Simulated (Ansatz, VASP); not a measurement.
**Bi2Se3 (Paraguanajuatite): VASP beside Ansatz**

Aim: how closely do two programs agree when they are given the same cell, functional and k mesh?

Method: plane waves, with VASP 6.6.1 beside it; relaxation of cell and atoms at PBEsol, in Ansatz 0.2.0.

## Step 1: The starting structure

Symmetry: R-3m, No. 166, trigonal system. Conventional cell: a = 4.143 Å, b = 4.143 Å, c = 28.636 Å, α = 90.00°, β = 90.00°, γ = 120.00°. Nearest to Bi lie 6 Se at 2.85 to 3.07 Å. Nearest to Se lie 6 Bi at 3.07 Å. Nearest to Se lie 3 Bi at 2.85 Å. Farther neighbours and most contacts between anions are not listed.

## Step 2: VASP: relaxation of cell and atoms, PBEsol

The relaxed volume is the usual yardstick between codes: its relative difference is about their pressure difference at one cell divided by the bulk modulus.

Lines of VASP's logs that name or quote its potential files are left out, and so is its time.

Contents of INCAR:

```
SYSTEM = Bi2Se3
PREC = Accurate
ENCUT = 520
EDIFF = 1E-06
NELM = 100
ISMEAR = -1
SIGMA = 0.05
LREAL = .FALSE.
ALGO = Normal
GGA = PS
NBANDS = 30
LORBIT = 11
LWAVE = .FALSE.
LCHARG = .FALSE.
KPAR = 4
IBRION = 2
NSW = 60
ISIF = 3
EDIFFG = -0.01
```

Contents of POSCAR:

```
Bi2Se3
1.0
    2.0715000000      1.1959810826      9.5453333333
   -2.0715000000      1.1959810826      9.5453333333
    0.0000000000     -2.3919621653      9.5453333333
Bi Se
2 3
Direct
    0.4008000000      0.4008000000      0.4008000000
    0.5992000000      0.5992000000      0.5992000000
    0.0000000000      0.0000000000      0.0000000000
    0.2117000000      0.2117000000      0.2117000000
    0.7883000000      0.7883000000      0.7883000000
```

Contents of KPOINTS:

```
Automatic mesh
0
Gamma
6 6 6
0 0 0
```

Potentials, in the order of the species: Bi_d and Se (PBE family, release 64).

Command:

```bash
mpirun -np 4 vasp_std
```

Numbers of over 12 decimals in the logs are rounded to 6 here.

The log of the run:

```text
[banner, memory and clock lines left out]
running    4 mpi-ranks, on    1 nodes
 distrk:  each k-point on    1 cores,    4 groups
 distr:  one band on    1 cores,    1 groups

 POSCAR found type information on POSCAR BiSe
 POSCAR found :  2 types and       5 ions
|                                                                             |
|               ----> ADVICE to this user running VASP <----                  |
|                                                                             |
|     You enforced a specific xc type in the INCAR file but a different       |
|     [... a line on the potential file left out ...]
|     I HOPE YOU KNOW WHAT YOU ARE DOING!                                     |
|                                                                             |

 LDA part: xc-table for (Slater+PW92), standard interpolation
 POSCAR, INCAR and KPOINTS ok, starting setup
 FFT: planning ... GRIDC
 FFT: planning ... GRID_SOFT
 FFT: planning ... GRID
 WAVECAR not read
 entering main loop
       N       E                     dE             d eps       ncg     rms          rms(c)
DAV:   1     0.467988610321E+03    0.46799E+03   -0.23079E+04  1920   0.166E+03
DAV:   2     0.352921150162E+02   -0.43270E+03   -0.41752E+03  1976   0.425E+02
DAV:   3    -0.202249645607E+02   -0.55517E+02   -0.52654E+02  2526   0.158E+02
DAV:   4    -0.226909396467E+02   -0.24660E+01   -0.24395E+01  2212   0.336E+01
DAV:   5    -0.227833873864E+02   -0.92448E-01   -0.92378E-01  2626   0.703E+00    0.504E+00
DAV:   6    -0.220516692277E+02    0.73172E+00   -0.11650E+00  2496   0.765E+00    0.317E+00
DAV:   7    -0.220471260700E+02    0.45432E-02   -0.33201E-01  2176   0.254E+00    0.158E+00
DAV:   8    -0.220484472955E+02   -0.13212E-02   -0.43454E-02  2490   0.114E+00    0.510E-01
DAV:   9    -0.220479009979E+02    0.54630E-03   -0.22252E-03  2374   0.445E-01    0.116E-01
DAV:  10    -0.220479788168E+02   -0.77819E-04   -0.12289E-03  2132   0.181E-01    0.485E-02
DAV:  11    -0.220480022234E+02   -0.23407E-04   -0.13924E-04  2334   0.718E-02    0.296E-02
DAV:  12    -0.220480142619E+02   -0.12038E-04   -0.30700E-05  2108   0.290E-02    0.790E-03
DAV:  13    -0.220480146276E+02   -0.36571E-06   -0.38933E-06  1840   0.183E-02
   1 F= -.22048015E+02 E0= -.22047735E+02  d E =-.220480E+02
[...]
2 F= -.22052310E+02 E0= -.22052019E+02  d E =-.429544E-02
[...]
3 F= -.22052785E+02 E0= -.22052488E+02  d E =-.477031E-02
[...]
4 F= -.22053014E+02 E0= -.22052718E+02  d E =-.229295E-03
 trial-energy change:   -0.000229  1 .order   -0.000228   -0.001475    0.001018
 step:   0.6463(harm=  0.6463)  dis= 0.00255  next Energy=   -22.053221 (dE=-0.436E-03)
 bond charge predicted
       N       E                     dE             d eps       ncg     rms          rms(c)
DAV:   1    -0.220540567555E+02   -0.10424E-02   -0.75327E-02  2922   0.216E+00    0.170E-01
DAV:   2    -0.220533660140E+02    0.69074E-03   -0.24815E-03  2458   0.499E-01    0.704E-02
DAV:   3    -0.220532149977E+02    0.15102E-03   -0.70461E-04  2616   0.279E-01    0.111E-02
DAV:   4    -0.220532187614E+02   -0.37637E-05   -0.24343E-05  2154   0.338E-02    0.735E-03
DAV:   5    -0.220532206164E+02   -0.18550E-05   -0.23247E-06  1550   0.151E-02    0.310E-03
DAV:   6    -0.220532215938E+02   -0.97742E-06   -0.91369E-07  1122   0.659E-03
   5 F= -.22053222E+02 E0= -.22052925E+02  d E =-.436653E-03
 curvature:  -0.39 expect dE=-0.521E-05 dE for cont linesearch -0.249E-08
 trial: gam= 0.00863 g(F)=  0.961E-05 g(S)=  0.367E-05 ort = 0.322E-05 (trialstep = 0.100E+01)
 search vector abs. value=  0.135E-04
 reached required accuracy - stopping structural energy minimisation
```

OUTCAR, selected parts (step 2):

```text
ion  position               nearest neighbor table
   1  0.401  0.401  0.401-   5 2.85   5 2.85   5 2.85   3 3.07   3 3.07   3 3.07
   2  0.599  0.599  0.599-   4 2.85   4 2.85   4 2.85   3 3.07   3 3.07   3 3.07
   3  0.000  0.000  0.000-   2 3.07   2 3.07   1 3.07   1 3.07   2 3.07   1 3.07
   4  0.212  0.212  0.212-   2 2.85   2 2.85   2 2.85
   5  0.788  0.788  0.788-   1 2.85   1 2.85   1 2.85

  LATTYP: Found a trigonal (rhomboedric) cell.
 ALAT       =     9.8404710987
 COS(alpha) =     0.9113725833

 Subroutine GETGRP returns: Found 12 space group operations
 (whereof 12 operations were pure point group operations)

The static configuration has the point symmetry D_3d.

 Found     32 irreducible k-points:

   k-points           NKPTS =     32   k-points in BZ     NKDIM =     32   number of bands    NBANDS=     30

   dimension x,y,z NGX =    80 NGY =   80 NGZ =   80
   dimension x,y,z NGXF=   160 NGYF=  160 NGZF=  160

   ENCUT  =  520.0 eV  38.22 Ry    6.18 a.u.  18.30 18.30 18.30*2*pi/ulx,y,z

   NELECT =      48.0000    total number of electrons

 k-points in reciprocal lattice and weights: Automatic mesh
   0.00000000  0.00000000  0.00000000       0.005
   0.16666667  0.00000000 -0.00000000       0.028
   0.33333333 -0.00000000 -0.00000000       0.028
   0.50000000  0.00000000 -0.00000000       0.014
   0.16666667  0.16666667 -0.00000000       0.028
   0.33333333  0.16666667 -0.00000000       0.056
   0.50000000  0.16666667 -0.00000000       0.056
  -0.33333333  0.16666667  0.00000000       0.056
  -0.16666667  0.16666667  0.00000000       0.028
[...]
-0.33333333  0.50000000  0.33333333       0.028
   0.50000000  0.50000000  0.50000000       0.005

 average (electrostatic) potential at core
       1-106.0118       2-106.0118       3 -52.9445       4 -53.0363       5 -53.0363

 E-fermi :   5.0079

 k-point     1 :       0.0000    0.0000    0.0000
  band No.  band energies     occupation
    ...
     20       3.0949      2.00000
     21       3.0949      2.00000
     22       3.7166      2.00000
     23       3.7166      2.00000
     24       4.9504      1.51870
     25       5.0638      0.49285
     26       6.2646      0.00000
     27       6.2646      0.00000
     28       7.0334      0.00000
     29       7.6486      0.00000
    ...

 k-point     2 :       0.1667    0.0000   -0.0000
  band No.  band energies     occupation
    ...
     20       3.0031      2.00000
     21       3.5916      2.00000
     22       3.6049      2.00000
     23       3.8141      2.00000
     24       4.2460      2.00000
     25       6.2708      0.00000
     26       6.6576      0.00000
     27       6.9633      0.00000
     28       7.1088      0.00000
     29       7.6720      0.00000
    ...

 k-point     3 :       0.3333   -0.0000   -0.0000
  band No.  band energies     occupation
    ...
     20       2.2233      2.00000
     21       2.4530      2.00000
     22       3.4300      2.00000
     23       3.6906      2.00000
     24       4.3582      2.00000
     25       5.9019      0.00000
     26       6.9281      0.00000
     27       7.2347      0.00000
     28       7.9710      0.00000
     29       8.6113      0.00000
    ...

  Total        0.0025071      0.0025071     -0.0191748      0.0000000      0.0000000      0.0000000
  in kB        0.0285617      0.0285617     -0.2184496      0.0000000      0.0000000      0.0000000
  external PRESSURE =      -0.0537754 kB  Pullay stress =       0.0000000 kB

  energy-cutoff  :      520.00
  volume of cell :      140.63
      direct lattice vectors                 reciprocal lattice vectors
     2.065097207  1.192284428  9.519596257     0.242119353  0.139787674  0.035015491
    -2.065097207  1.192284428  9.519596257    -0.242119353  0.139787674  0.035015491
     0.000000000 -2.384568856  9.519596257     0.000000000 -0.279575348  0.035015491

 POSITION                                       TOTAL-FORCE (eV/Angst)
 -----------------------------------------------------------------------------------
      0.00000     -0.00000     11.43027         0.000000     -0.000000      0.005532
      0.00000     -0.00000     17.12852        -0.000000      0.000000     -0.005532
      0.00000     -0.00000      0.00000        -0.000000      0.000000      0.000000
      0.00000     -0.00000      6.03655        -0.000000      0.000000     -0.008307
      0.00000     -0.00000     22.52224         0.000000     -0.000000      0.008307
 -----------------------------------------------------------------------------------
    total drift:                               -0.000000     -0.000000      0.000000

  FREE ENERGIE OF THE ION-ELECTRON SYSTEM (eV)
  ---------------------------------------------------
  free  energy   TOTEN  =       -22.0532215938 eV

  energy  without entropy=      -22.0526284393  energy(sigma->0) =      -22.05292502

 reached required accuracy - stopping structural energy minimisation

 total charge
# of ion       s       p       d       tot
------------------------------------------
    1        1.610   1.074   9.964  12.648
    2        1.610   1.074   9.964  12.648
    3        1.475   2.310   0.023   3.808
    4        1.493   2.247   0.023   3.764
    5        1.493   2.247   0.023   3.764
--------------------------------------------------
tot          7.682   8.953  19.996  36.631

[... 3 further parts left out ...]
```

CONTCAR:

```
Bi2Se3
   1.00000000000000
     2.0650972065851345    1.1922844280984897    9.5195962572507558
    -2.0650972065851345    1.1922844280984897    9.5195962572507558
     0.0000000000000000   -2.3845688562963998    9.5195962572507220
  Bi              Se
     2     3
Direct
     0.4002364140676409    0.4002364140676409    0.4002364140676409
     0.5997635859323592    0.5997635859323592    0.5997635859323592
     0.0000000000000000    0.0000000000000000    0.0000000000000000
     0.2113726024221932    0.2113726024221932    0.2113726024221932
     0.7886273975778070    0.7886273975778070    0.7886273975778070
```

The bonds form layers, held to each other by dispersion, which PBEsol lacks, so the spacing between them is unreliable.

(Part 1 of 2 ends here.)

[Lines on the potential files, build, host, timing and source positions are cut from VASP's logs without a mark.]

[Logs are printed without paths, hosts, clocks, repeated set-up lines and the standing remarks that a program may print on its own settings, such as how far it seeks lower states.]

[Hosts, paths, dates, database ids (printed as entryN), source tags and the programs' standing remarks are cut or masked in the printed files.]
